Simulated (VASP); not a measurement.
Set up this calculation in VASP 6.6.1, as an ASE script.

| Property | Result |
| --- | --- |
| Task | density of states |
| Functional | revPBE |
| Dispersion | D4 |
| Potentials or basis | VASP PAW PBE potentials, release 64 (K_sv_GW, Ca_sv_GW, Br_GW) |
| Cutoff | 600 eV |
| k mesh | 5 × 5 × 8 |
| Occupations | fermi-dirac, width 0.05 eV |
| Spin | no spin polarisation |
| Further INCAR settings | ALGO = Normal; EDIFF = 1.00e-06 |

The structure of KCa2Br lies in POSCAR:

```
KCa2Br
1.0
    5.9616180000      0.0636670000      0.0391430000
    0.0636670000      5.8634900000      0.0540180000
    0.0232070000      0.0320250000      3.4655200000
K Ca Br
1 2 1
Direct
    0.5000000000      0.5000000000      0.5000000000
    0.5000000000      0.0000000000      0.5000000000
    0.0000000000      0.5000000000      0.5000000000
    0.0000000000      0.0000000000      0.0000000000
```

The cell was built by a generator and needn't be a form met in nature.

The cell isn't the ideal one: cell strained at random at fixed volume.

The input as run:

run.py

```python
from ase.calculators.vasp import Vasp
from ase.dft.dos import DOS
from ase.io import read

atoms = read('POSCAR')
calc = Vasp(
    directory='calc',
    xc='revpbe',
    pp='PBE',
    setups='gw',
    prec='Accurate',
    encut=600,
    ediff=1e-06,
    ismear=-1,
    sigma=0.05,
    lreal=False,
    lasph=True,
    nelm=80,
    algo='Normal',
    isif=2,
    lwave=False,
    lcharg=False,
    ivdw=13,
    lorbit=10,
    kpts=[5, 5, 8],
    gamma=True,
)
atoms.calc = calc

print('energy (eV):', atoms.get_potential_energy())
print('free energy (eV):', atoms.get_potential_energy(force_consistent=True))
print('forces (eV/A):')
print(atoms.get_forces())
print('stress (eV/A^3, Voigt):', atoms.get_stress())
print('Fermi level (eV):', calc.get_fermi_level())
dos = DOS(calc, width=0.2, window=(-10, 10), npts=201)
print('E - E_F (eV), DOS (1/eV)')
for e, g in zip(dos.get_energies(), dos.get_dos()):
    print(f'{e:8.3f} {g:10.4f}')
```

Potentials or basis: VASP PAW PBE potentials, release 64 (K_sv_GW, Ca_sv_GW, Br_GW).

The run is started by

```console
$ python run.py
```

It gave:

- Pressure: 5.9 GPa
- Band gap on the k mesh: none (metal or under the smearing width)
- Valence electrons inside the program's atomic spheres: K 8.45; Ca 8.48, 8.47; Br 4.80
- Dispersion energy per atom: -0.206 eV

Caveat: the PAW data sets were made with another functional, which shifts forces and pressure a little; pairwise dispersion overbinds metals, which lowers pressure and volume.

Wall time 7 min on 1 thread of AMD EPYC 7R43 64-Core Processor (Zen 3), with other jobs on the host, peak memory 0.48 GiB.
